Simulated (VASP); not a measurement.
These are r2SCAN+rVV10, VASP's PBE PAW potentials (set 64) (plane waves; VASP) values and carry that method's errors.

VASP input:

### POSCAR
```
Cr
1.0
  2.9529084780   0.0000000000   0.0000000000
  0.0000000000   2.9529084780   0.0000000000
  0.0000000000   0.0000000000   2.9529084780
Cr
2
Cart
  0.0000000000   0.0000000000   0.0000000000
  1.4764542390   1.4764542390   1.4764542390
```

### INCAR
```
SYSTEM = Cr
PREC = Accurate
ENCUT = 520
EDIFF = 1E-7
NELM = 100
ALGO = Normal
LREAL = .FALSE.
LASPH = .TRUE.
ISMEAR = -5
METAGGA = R2SCAN
LUSE_VDW = .TRUE.
BPARAM = 11.95
CPARAM = 0.0093
LMIXTAU = .TRUE.
LMAXMIX = 4
ISPIN = 2
MAGMOM = 2.7 -2.7
LORBIT = 11
LWAVE = .FALSE.
LCHARG = .FALSE.
NEDOS = 601
ISIF = 2
```

KPOINTS_OPT:
```
k-points along high-symmetry lines
10
Line-mode
Reciprocal
  0.000000   0.000000   0.000000 ! GAMMA
  0.000000   0.500000   0.000000 ! X

  0.000000   0.500000   0.000000 ! X
  0.500000   0.500000   0.000000 ! M

  0.500000   0.500000   0.000000 ! M
  0.000000   0.000000   0.000000 ! GAMMA

  0.000000   0.000000   0.000000 ! GAMMA
  0.500000   0.500000   0.500000 ! R

  0.500000   0.500000   0.500000 ! R
  0.000000   0.500000   0.000000 ! X

  0.500000   0.500000   0.500000 ! R
  0.500000   0.500000   0.000000 ! M
```

### KPOINTS
```
Automatic
0
Gamma
  14 14 14
```

POTCAR, in this order: Cr_pv (PBE.64 set). Program: vasp_std.

What VASP printed:

File OUTCAR:
```
 ion  position               nearest neighbor table
   1  0.000  0.000  0.000-   2 2.56   2 2.56   2 2.56   2 2.56   2 2.56   2 2.56   2 2.56   2 2.56
  LATTYP: Found a simple cubic cell.
 ALAT       =     2.9529084780
 Subroutine PRICEL returns following result:
  LATTYP: Found a body centered cubic cell.
 ALAT       =     2.9529084780
 Subroutine GETGRP returns: Found 48 space group operations
The static configuration has the point symmetry O_h .
The dynamic configuration has the point symmetry O_h .
The overall configuration has the point symmetry O_h .
 Subroutine INISYM returns: Found 48 space group operations
 Subroutine IBZKPT returns following result:
 Found    120 irreducible k-points:

 Following reciprocal coordinates:
            Coordinates               Weight
  0.000000  0.000000  0.000000      1.000000
  0.071429  0.000000  0.000000      6.000000
  0.142857  0.000000  0.000000      6.000000
  0.214286  0.000000  0.000000      6.000000
  0.285714  0.000000  0.000000      6.000000
  0.357143  0.000000  0.000000      6.000000
  0.428571  0.000000  0.000000      6.000000
  0.500000  0.000000  0.000000      3.000000
  0.071429  0.071429  0.000000     12.000000
  0.142857  0.071429  0.000000     24.000000
  0.214286  0.071429  0.000000     24.000000
  0.285714  0.071429  0.000000     24.000000
  0.357143  0.071429  0.000000     24.000000
  0.428571  0.071429  0.000000     24.000000
  0.500000  0.071429  0.000000     12.000000
  0.142857  0.142857  0.000000     12.000000
  0.214286  0.142857  0.000000     24.000000
  0.285714  0.142857  0.000000     24.000000
  0.357143  0.142857  0.000000     24.000000
  0.428571  0.142857  0.000000     24.000000
  0.500000  0.142857  0.000000     12.000000
  0.214286  0.214286  0.000000     12.000000
  0.285714  0.214286  0.000000     24.000000
...
```

OSZICAR:
```
       N       E                     dE             d eps       ncg     rms          rms(c)
DAV:   1     0.227164555951E+03    0.22716E+03   -0.14787E+04  7688   0.185E+03
DAV:   2    -0.279492701917E+02   -0.25511E+03   -0.25377E+03  7968   0.515E+02
DAV:   3    -0.369519297795E+02   -0.90027E+01   -0.89870E+01 10312   0.110E+02
DAV:   4    -0.370980606338E+02   -0.14613E+00   -0.14610E+00 10032   0.138E+01
DAV:   5    -0.371019703390E+02   -0.39097E-02   -0.39104E-02 11760   0.148E+00    0.205E+01
DAV:   6    -0.292834578403E+02    0.78185E+01   -0.33342E+01  8304   0.748E+01    0.109E+01
DAV:   7    -0.294405011445E+02   -0.15704E+00   -0.19488E+00  8304   0.175E+01    0.469E+00
DAV:   8    -0.295590360736E+02   -0.11853E+00   -0.28943E-01 13520   0.351E+00    0.343E+00
DAV:   9    -0.295855239674E+02   -0.26488E-01   -0.57781E-02  9480   0.132E+00    0.305E+00
DAV:  10    -0.295950305296E+02   -0.95066E-02   -0.18981E-01 10360   0.362E+00    0.123E+00
DAV:  11    -0.295996472222E+02   -0.46167E-02   -0.10591E-02  9192   0.114E+00    0.526E-01
DAV:  12    -0.295997122932E+02   -0.65071E-04   -0.18560E-03 11960   0.428E-01    0.411E-01
DAV:  13    -0.295995692806E+02    0.14301E-03   -0.44454E-04  9304   0.238E-01    0.132E-01
DAV:  14    -0.295995054237E+02    0.63857E-04   -0.32125E-04  9832   0.131E-01    0.136E-01
DAV:  15    -0.295995383688E+02   -0.32945E-04   -0.63808E-05  8880   0.976E-02    0.498E-02
DAV:  16    -0.295995224896E+02    0.15879E-04   -0.11969E-05 11896   0.258E-02    0.762E-03
DAV:  17    -0.295995185394E+02    0.39502E-05   -0.11269E-06  9424   0.855E-03    0.221E-03
DAV:  18    -0.295995196907E+02   -0.11513E-05   -0.95182E-08  4632   0.418E-03    0.135E-03
DAV:  19    -0.295995208827E+02   -0.11920E-05   -0.24645E-08  4176   0.115E-03    0.797E-04
DAV:  20    -0.295995206059E+02    0.27675E-06   -0.14363E-08  4016   0.794E-04    0.218E-04
DAV:  21    -0.295995206563E+02   -0.50353E-07   -0.27286E-09  4032   0.419E-04
   1 F= -.29599521E+02 E0= -.29599521E+02  d E =0.000000E+00  mag=    -0.0000
       N       E                     dE             ncg
```

File OUTCAR:
```
------------------------ aborting loop because EDIFF is reached ----------------------------------------
  FORCE on cell =-STRESS in cart. coord.  units (eV):
  Direction    XX          YY          ZZ          XY          YZ          ZX
  --------------------------------------------------------------------------------------
  Total       -0.0096859     -0.0096859     -0.0096859     -0.0000000      0.0000000     -0.0000000
  in kB       -0.6026961     -0.6026961     -0.6026961     -0.0000000      0.0000000     -0.0000000
  external PRESSURE =      -0.6026961 kB  Pullay stress =       0.0000000 kB
  volume of cell :       25.75
      direct lattice vectors                 reciprocal lattice vectors
     2.952908478  0.000000000  0.000000000     0.338649168  0.000000000  0.000000000
     0.000000000  2.952908478  0.000000000     0.000000000  0.338649168  0.000000000
     0.000000000  0.000000000  2.952908478     0.000000000  0.000000000  0.338649168
 POSITION                                       TOTAL-FORCE (eV/Angst)
 -----------------------------------------------------------------------------------
      0.00000      0.00000      0.00000        -0.000000     -0.000000     -0.000000
      1.47645      1.47645      1.47645         0.000000      0.000000      0.000000
 -----------------------------------------------------------------------------------
    total drift:                                0.000000      0.000000     -0.000000
  FREE ENERGIE OF THE ION-ELECTRON SYSTEM (eV)
  ---------------------------------------------------
  free  energy   TOTEN  =       -29.5995206563 eV

  energy  without entropy=      -29.5995206563  energy(sigma->0) =      -29.59952066

 total charge

# of ion       s       p       d       tot
------------------------------------------
    1        0.660   6.361   4.069  11.091
    2        0.660   6.361   4.069  11.091
--------------------------------------------------
tot          1.320  12.723   8.139  22.182

 magnetization (x)

# of ion       s       p       d       tot
------------------------------------------
    1        0.094   0.043   2.516   2.653
    2       -0.094  -0.043  -2.516  -2.653
--------------------------------------------------
tot          0.000   0.000   0.000   0.000
```
(Selected blocks of OUTCAR.)

For a metal the tetrahedron method with Blöchl corrections gives inexact stress and forces.

The compound is Cr in the bcc, AFM order structure. It was relaxed first, which changed the volume by +8 %.
